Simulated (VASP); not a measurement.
Level of theory: LDA (Ceperley-Alder, Perdew-Zunger), VASP's LDA PAW potentials (set 64) (plane waves; VASP).

Input for VASP

POSCAR:
```
SrVO3
1
    3.6463948107     0.0000000000    -0.0000000000
    0.0000000000     3.6463948107     0.0000000000
   -0.0000000000     0.0000000000     3.6463948107
Sr V O
1 1 3
Direct
  0.0000000000   0.0000000000   0.0000000000
  0.5000000000   0.5000000000   0.5000000000
  0.5000000000   0.0000000000   0.5000000000
  0.0000000000   0.5000000000   0.5000000000
  0.5000000000   0.5000000000   0.0000000000
```

**KPOINTS**
```
Automatic mesh
0
gamma
 8 8 8
0 0 0
```

### INCAR
```
# general
SYSTEM  = SrVO3
PREC    = Accurate
ENCUT   = 620
LREAL   = F   # projection in real space or not
LASPH   = T   # aspherical one-centre terms

# electronic loop
EDIFF   = 1E-6   # SCF stop (eV)
NELM    = 100   # most electronic steps
ALGO    = Normal   # blocked Davidson
LMAXMIX = 4

# smearing
ISMEAR  = 1   # Methfessel-Paxton
SIGMA   = 0.1

# ions
IBRION  = 2
NSW     = 40   # most ionic steps
ISIF    = 3
EDIFFG  = -0.02   # ionic stop
PSTRESS = 300

# output
LWAVE   = F
LCHARG  = F
```

POTCAR, in this order: Sr_sv V_sv O (LDA.64 set). Program: vasp_std.

Output

OSZICAR:
```
       N       E                     dE             d eps       ncg     rms          rms(c)
DAV:   1     0.507711349184E+03    0.50771E+03   -0.27169E+04  1680   0.211E+03
DAV:   2    -0.192950233468E+02   -0.52701E+03   -0.52183E+03  2064   0.550E+02
DAV:   3    -0.518781494871E+02   -0.32583E+02   -0.32326E+02  1808   0.141E+02
DAV:   4    -0.529499208092E+02   -0.10718E+01   -0.10706E+01  2936   0.229E+01
DAV:   5    -0.529584542417E+02   -0.85334E-02   -0.85328E-02  2008   0.175E+00    0.548E+01
DAV:   6    -0.441629732593E+02    0.87955E+01   -0.79370E+01  2344   0.793E+01    0.231E+01
DAV:   7    -0.436520181471E+02    0.51096E+00   -0.18855E+01  1960   0.436E+01    0.232E+01
DAV:   8    -0.432312907449E+02    0.42073E+00   -0.34252E+00  1944   0.194E+01    0.261E+00
DAV:   9    -0.432083776993E+02    0.22913E-01   -0.22036E-01  2064   0.472E+00    0.599E-01
DAV:  10    -0.432086509525E+02   -0.27325E-03   -0.13807E-02  2376   0.920E-01    0.246E-01
DAV:  11    -0.432086464444E+02    0.45081E-05   -0.73731E-04  2120   0.229E-01    0.118E-01
DAV:  12    -0.432086102526E+02    0.36192E-04   -0.15637E-04  2128   0.107E-01    0.259E-02
DAV:  13    -0.432086097793E+02    0.47331E-06   -0.34414E-05  2376   0.599E-02    0.218E-02
DAV:  14    -0.432086089425E+02    0.83684E-06   -0.31006E-06  1624   0.191E-02
   1 F= -.34130367E+02 E0= -.34129503E+02  d E =-.341304E+02
```

OUTCAR:
```
------------------------ aborting loop because EDIFF is reached ----------------------------------------
  FORCE on cell =-STRESS in cart. coord.  units (eV):
  Direction    XX          YY          ZZ          XY          YZ          ZX
  --------------------------------------------------------------------------------------
  Total        9.0360302      9.0360302      9.0360302      0.0000000     -0.0000000     -0.0000000
  in kB      298.6050766    298.6050766    298.6050766      0.0000000     -0.0000000     -0.0000000
  external PRESSURE =      -1.3949234 kB  Pullay stress =     300.0000000 kB
  volume of cell :       48.48
      direct lattice vectors                 reciprocal lattice vectors
     3.646394811  0.000000000  0.000000000     0.274243479  0.000000000  0.000000000
     0.000000000  3.646394811  0.000000000     0.000000000  0.274243479  0.000000000
     0.000000000  0.000000000  3.646394811     0.000000000  0.000000000  0.274243479
 POSITION                                       TOTAL-FORCE (eV/Angst)
 -----------------------------------------------------------------------------------
      0.00000      0.00000      0.00000         0.000000      0.000000      0.000000
      1.82320      1.82320      1.82320         0.000000      0.000000      0.000000
      1.82320      0.00000      1.82320         0.000000      0.000000      0.000000
      0.00000      1.82320      1.82320         0.000000      0.000000      0.000000
      1.82320      1.82320      0.00000         0.000000      0.000000      0.000000
 -----------------------------------------------------------------------------------
    total drift:                                0.000000      0.000000     -0.000000
  FREE ENERGIE OF THE ION-ELECTRON SYSTEM (eV)
  ---------------------------------------------------
  free  energy   TOTEN  =       -43.2086089425 eV

  energy  without entropy=      -43.2060166299  energy(sigma->0) =      -43.20774484
  enthalpy is  TOTEN    =       -34.1303672341 eV   P V=        9.0782417083

 reached required accuracy - stopping structural energy minimisation
```
(Selected blocks of OUTCAR.)

The compound is SrVO3 in the cubic perovskite structure. It was relaxed first under an external pressure of 30 GPa. The run is not spin-polarised, so no magnetic state was tried. The electron count is odd and the run is not spin-polarised, which forces a metal.
